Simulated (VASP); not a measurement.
**How a change of volume changes Ti**

Wanted: the elastic response of Ti to a change of volume, with a fit that predicts a row left out.

Main program and level: VASP 6.6.1; r2SCAN; plane waves and PAW (Ti_sv), in the first sound run; inputs show where later runs differ.

**1. The structure**

It takes space group P6_3/mmc (No. 194, hexagonal). The conventional cell has a = 2.950 Å, b = 2.950 Å, c = 4.685 Å, α = 90.00°, β = 90.00°, γ = 120.00°. Nearest to Ti lie 12 Ti at 2.90 to 2.95 Å.

**2. Relax the crystal, r2SCAN**

The series starts from the cell that this level prefers, so that zero strain is near zero stress.

This step took 2 runs in a row; the last is shown.

Level: r2SCAN; plane waves and PAW (Ti_sv).

File INCAR:

```
SYSTEM = Ti
PREC = Accurate
ENCUT = 450
EDIFF = 1E-07
NELM = 120
ISMEAR = 1
SIGMA = 0.15
LREAL = .FALSE.
ALGO = Normal
METAGGA = R2SCAN
LASPH = .TRUE.
NBANDS = 18
LORBIT = 11
LWAVE = .FALSE.
LCHARG = .FALSE.
KPAR = 8
IBRION = 2
NSW = 40
ISIF = 3
EDIFFG = -0.005
POTIM = 0.4
```

File POSCAR:

```
Ti
1.0
    2.9355818453      0.0000000000      0.0000000000
   -1.4677909226      2.5422884529      0.0000000000
    0.0000000000      0.0000000000      4.6386414247
Ti
2
Direct
    0.0000000000      0.0000000000      0.0000000000
    0.3333333333      0.6666666667      0.5000000000
```

File KPOINTS:

```
Automatic mesh
0
Gamma
23 23 13
0 0 0
```

PAW data sets: Ti_sv (PBE family, release 64).

Run with:

```bash
$ mpirun -np 8 vasp_std
```

The program printed:

```text
[banner, memory and clock lines left out]
running    8 mpi-ranks, on    1 nodes
[...]
|                                                                             |
|           W    W    AA    RRRRR   N    N  II  N    N   GGGG   !!!           |
|           W    W   A  A   R    R  NN   N  II  NN   N  G    G  !!!           |
|           W    W  A    A  R    R  N N  N  II  N N  N  G       !!!           |
|           W WW W  AAAAAA  RRRRR   N  N N  II  N  N N  G  GGG   !            |
|           WW  WW  A    A  R   R   N   NN  II  N   NN  G    G                |
|           W    W  A    A  R    R  N    N  II  N    N   GGGG   !!!           |
|                                                                             |
|     For optimal performance we recommend to set                             |
|       NCORE = 2 up to number-of-cores-per-socket                            |
|     NCORE specifies how many cores store one orbital (NPAR=cpu/NCORE).      |
|     This setting can greatly improve the performance of VASP for DFT.       |
[...]
DAV:  16    -0.258934119680E+02   -0.59307E-07   -0.68224E-09  8076   0.823E-04
   1 F= -.25893412E+02 E0= -.25894184E+02  d E =-.258934E+02
[...]
N       E                     dE             d eps       ncg     rms          rms(c)
DAV:   1    -0.258934954988E+02   -0.83590E-04   -0.21329E-03 20838   0.609E-01    0.752E-02
DAV:   2    -0.258934050330E+02    0.90466E-04   -0.38926E-04 19066   0.216E-01    0.237E-02
DAV:   3    -0.258934054977E+02   -0.46468E-06   -0.58872E-05 19250   0.524E-02    0.784E-03
DAV:   4    -0.258934090025E+02   -0.35049E-05   -0.86215E-06 18376   0.208E-02    0.207E-03
DAV:   5    -0.258934114070E+02   -0.24044E-05   -0.29710E-06 17896   0.960E-03    0.361E-03
DAV:   6    -0.258934128325E+02   -0.14256E-05   -0.67145E-07 16930   0.530E-03    0.130E-03
DAV:   7    -0.258934129960E+02   -0.16348E-06   -0.64457E-08  8102   0.218E-03    0.256E-04
DAV:   8    -0.258934130959E+02   -0.99883E-07   -0.28001E-08  7470   0.120E-03
   2 F= -.25893413E+02 E0= -.25894184E+02  d E =-.112794E-05
 trial-energy change:   -0.000001  1 .order   -0.000002   -0.000005    0.000002
 step:   0.6525(harm=  0.7402)  dis= 0.00000  next Energy=   -25.893413 (dE=-0.144E-05)
 reached required accuracy - stopping structural energy minimisation
```

Elapsed: 2.6 min, on 8 MPI ranks of Intel Xeon Platinum 8488C (Sapphire Rapids), shared host; peak memory 2.1 GiB; 17 min of CPU time.

The logs omit lines about the potential files and the build; timing stands in the text.

From OUTCAR (step 2):

```text
  Total        0.0040659      0.0040659      0.0021599      0.0000000      0.0000000      0.0000000
  in kB        0.1882693      0.1882693      0.1000137      0.0000000      0.0000000      0.0000000
  external PRESSURE =       0.1588508 kB  Pullay stress =       0.0000000 kB

 POSITION                                       TOTAL-FORCE (eV/Angst)
 -----------------------------------------------------------------------------------
      2.93515     -0.00000     -0.00000        -0.000000      0.000000     -0.000000
     -0.00000      1.69461      2.31881         0.000000     -0.000000      0.000000
 -----------------------------------------------------------------------------------
    total drift:                                0.000001     -0.000000     -0.000000

  FREE ENERGIE OF THE ION-ELECTRON SYSTEM (eV)
  ---------------------------------------------------
  free  energy   TOTEN  =       -25.8934130959 eV

  energy  without entropy=      -25.8957251471  energy(sigma->0) =      -25.89418378

 reached required accuracy - stopping structural energy minimisation

[... 3 further parts left out ...]
[key lines of the parts left out:]
E-fermi :   8.4552
```

This run gave:

| Quantity | Value |
| --- | --- |
| energy(sigma→0) of the program | -25.8942 eV |
| stress, compression positive | xx, yy, zz 0.02, 0.02, 0.01 GPa |
| volume | 34.601 Å³ |
| ionic steps | 2 |

**3. Relax at fixed volume, r2SCAN**

One member in full: the volume is scaled by 1.01, and shape and atoms relax at that volume.

Level: r2SCAN; plane waves and PAW (Ti_sv).

INCAR: that of step 2 with these lines changed.

```diff
@@ -15,7 +15,7 @@
 LCHARG = .FALSE.
-KPAR = 8
+KPAR = 2
 IBRION = 2
 NSW = 40
-ISIF = 3
-EDIFFG = -0.005
+ISIF = 4
+EDIFFG = -0.004
 POTIM = 0.4
```

File POSCAR:

```
Ti
1.0
    2.9449035183      0.0000000000      0.0000000000
   -1.4724517591      2.5503612585      0.0000000000
    0.0000000000      0.0000000000      4.6530239032
Ti
2
Direct
    0.0000000000      0.0000000000      0.0000000000
    0.3333333333      0.6666666667      0.5000000000
```

KPOINTS is that of step 2.

Run with:

```bash
$ mpirun -np 2 vasp_std
```

The program printed:

```text
[banner, memory and clock lines left out]
running    2 mpi-ranks, on    1 nodes
[...]
[... a notice as in an earlier step ...]

 LDA part: xc-table for (None), standard interpolation
 POSCAR, INCAR and KPOINTS ok, starting setup
[...]
entering main loop
       N       E                     dE             d eps       ncg     rms          rms(c)
DAV:   1     0.236455701749E+03    0.23646E+03   -0.12090E+04 14112   0.153E+03
DAV:   2    -0.785711757793E+01   -0.24431E+03   -0.24133E+03 14376   0.445E+02
DAV:   3    -0.336961241104E+02   -0.25839E+02   -0.25530E+02 26726   0.125E+02
DAV:   4    -0.345625197970E+02   -0.86640E+00   -0.86458E+00 16210   0.228E+01
[...]
DAV:  13    -0.258932141027E+02    0.81407E-05   -0.35791E-06 17262   0.185E-02    0.662E-04
DAV:  14    -0.258932150111E+02   -0.90846E-06   -0.36365E-07 13230   0.471E-03    0.698E-04
DAV:  15    -0.258932151065E+02   -0.95383E-07   -0.28104E-08  8238   0.191E-03
   1 F= -.25893215E+02 E0= -.25894006E+02  d E =-.258932E+02
[...]
reached required accuracy - stopping structural energy minimisation
```

It took 5.3 min on 2 MPI ranks; peak memory 0.51 GiB; 8.4 min of CPU time.

OUTCAR, selected parts (step 3):

```text
  Total       -0.2476162     -0.2476162     -0.2468825     -0.0000000     -0.0000000      0.0000000
  in kB      -11.3522425    -11.3522425    -11.3186054     -0.0000000     -0.0000000      0.0000000
  external PRESSURE =     -11.3410301 kB  Pullay stress =       0.0000000 kB

 POSITION                                       TOTAL-FORCE (eV/Angst)
 -----------------------------------------------------------------------------------
      0.00000      0.00000      0.00000         0.000000      0.000000      0.000000
     -0.00000      1.70024      2.32651        -0.000000      0.000000      0.000000
 -----------------------------------------------------------------------------------
    total drift:                                0.000001     -0.000000     -0.000000

  FREE ENERGIE OF THE ION-ELECTRON SYSTEM (eV)
  ---------------------------------------------------
  free  energy   TOTEN  =       -25.8932151065 eV

  energy  without entropy=      -25.8955885922  energy(sigma->0) =      -25.89400627

[... 2 parts as in an earlier step ...]

[... 2 further parts left out ...]
[key lines of the parts left out:]
E-fermi :   8.3488
```

Read from the output:

* energy(sigma→0) of the program: -25.8940 eV
* stress, compression positive: xx, yy, zz -1.14, -1.14, -1.13 GPa
* ionic steps: 1

**4. All members**

The other members went through these steps as far as the tables show, with the same cutoff and, step by step, the same mesh; 9 runs are not shown. The session took 2.9 core hours (wall time by ranks) on a shared machine.

```tsv
volume over the relaxed volume	volume (Å³/atom)	pressure (GPa)	energy above the unstrained row, extrapolated to no smearing (meV/atom)
0.940	16.262	8.133	28.659
0.960	16.608	5.181	13.171
0.980	16.954	2.483	3.801
0.990	17.127	?	?
1	17.300	0.019	0.000
1.010	17.473	-1.134	0.063
1.020	17.646	-2.235	1.333
1.040	17.992	-4.292	7.359
1.060	18.338	-6.173	17.657
```

**5. A fit to the known rows**

Fitting a cubic to the 8 known rows (u: logarithm of the volume ratio) gives pressure = − 152.0 u³ + 206.6 u² − 117.8 u + 0.01815 in GPa; the residuals are 4.8e-4 GPa r.m.s.

For the withheld row, u = -0.01005, the fit gives 1.223 GPa.

**6. Prediction against calculation**

The calculation gives 1.222 GPa, so the prediction is 0.001 GPa too high.

A cubic of the pressure in ln(V/V₀) through all rows has the slope −B at V₀: B = 118 GPa, and its curvature gives B′ = 3.5.

**7. Results**

- error of the predicted pressure: 0.001 GPa
- bulk modulus: 118 GPa

**Reading.** The slope of the energy gives 0.53 GPa at the relaxed volume where the pressure column has 0.02 GPa, a mark of the finite basis or of the smearing. These are static values: temperature and zero-point motion are left out. In a metal the slopes also depend on mesh and smearing, which were held through the series.

[Lines on the potential files, build, host, timing and source positions are cut from VASP's logs without a mark.]

[Logs are printed without paths, hosts, clocks, repeated set-up lines and the standing remarks that a program may print on its own settings, such as how far it seeks lower states.]

[Hosts, paths, dates, database ids (printed as entryN), source tags and the programs' standing remarks are cut or masked in the printed files.]

[In band tables of VASP the shares of atoms and orbitals are scaled to a sum of 1 inside the atoms' spheres.]
